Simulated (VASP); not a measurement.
Here is the system:

```
MgTe
1.0
    2.28884    -3.96438     0.00000
    2.28884     3.96438     0.00000
    0.00000     0.00000     7.44321
Mg Te
2 2
Cartesian
  2.28884  -1.32146   3.71947
  2.28884   1.32146   7.44108
  2.28884  -1.32146   6.52239
  2.28884   1.32146   2.80078
```

All values below come from vdW-DF-cx, VASP's PBE PAW potentials (set 64) (plane waves; VASP). Numerical set-up: 520 eV cut-off, Gaussian smearing of 0.050 eV, potentials Mg Te.

Unless said otherwise, spin-orbit coupling is left out, though it shifts the bands of the heavy elements here.

Question: Predict the band gap (along the path) with the smallest direct gap where there is one.

Answer: 
```
Quantity                               Result
------------------------------------  -------
band gap (along the path)             2.47 eV
smallest direct gap (along the path)  2.47 eV
```

The compound is MgTe in the wurtzite structure. It was relaxed first.
